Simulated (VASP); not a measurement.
```xyz
2
Lattice="3.6804 -1.8800 0.0000 3.6804 1.8800 0.0000 2.7200 0.0000 3.1114" Properties=species:S:1:pos:R:3 pbc="T T T"
As     2.2883     0.0000     0.7063
As     7.7924     0.0000     2.4051
```

The base run (VASP): PBE GGA, plane waves, VASP's PBE PAW potentials (set 64). Settings: 400 eV cut-off, 11×11×11 Γ-centred mesh, first-order Methfessel-Paxton smearing of 0.10 eV, potentials As.

One setting is varied; ΔE counts from the base run. The base run took about 10 core-seconds. Costs are core time on shared hosts, one run each; read them as rough ratios.

Pressures at a finite cut-off, here 400 eV, hold a Pulay part, which wasn't tested here.

```
setting           cost over the base run  electronic steps  ΔE (meV/atom)  pressure (GPa)
----------------  ----------------------  ----------------  -------------  --------------
PREC = Normal       within a factor of 2                10            0.0            3.54
PREC = Low          within a factor of 2                10            0.0            3.54
PREC = Single       within a factor of 2                10            0.0            3.54
LASPH = .FALSE.     within a factor of 2                10            1.1            3.55
base run                       reference                10            0.0            3.54
ADDGRID = .TRUE.    within a factor of 2                10            0.0            3.54
LREAL = Auto        within a factor of 2                10           -0.3            3.57
```

Left out are runs that failed, have no time on record or changed the cell.

The compound is As in the a7 structure. The cell was not relaxed at this level.
